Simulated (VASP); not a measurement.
These are PBEsol GGA, VASP's PBE PAW potentials (set 64) (plane waves; VASP 6.6.1) values and carry that method's errors.

Input for VASP

### POSCAR
```
Sn
1.0
 -2.7151770404   2.7151770404   1.4722628771
  2.7151770404  -2.7151770404   1.4722628771
  2.7151770404   2.7151770404  -1.4722628771
Sn
2
Cartesian
  2.7151770404   0.0000000000   0.7361314385
  2.7151770404  -2.7151770404   1.4722628771
```

**INCAR**
```
# general
SYSTEM  = Sn
PREC    = Accurate
ENCUT   = 500
LREAL   = .False.
LASPH   = .True.

# electronic loop
EDIFF   = 1E-6
NELM    = 100
ALGO    = Normal
LMAXMIX = 4

# smearing
ISMEAR  = 1
SIGMA   = 0.1

# functional
GGA     = PS

# ions
IBRION  = 2
NSW     = 40
ISIF    = 3
EDIFFG  = -0.02
PSTRESS = 200

# output
LWAVE   = .False.
LCHARG  = .False.
```

### KPOINTS
```
Automatic mesh
0
Gamma
14 14 14
0 0 0
```

POTCAR, in this order: Sn_d (PBE.64 set). Program: vasp_std.

**Question.** What will the output report for the number of irreducible k-points (NKPTS), largest plane-wave count, number of space-group operations, FFT grid (NGX, NGY, NGZ)?

**Answer.** 
```yaml
number of irreducible k-points (NKPTS): 244
largest_plane_wave_count: 1122
number_of_space_group_operations: 16
FFT grid (NGX, NGY, NGZ): 30 × 30 × 30
```

The compound is Sn in the beta structure. It was relaxed first under an external pressure of 20 GPa.
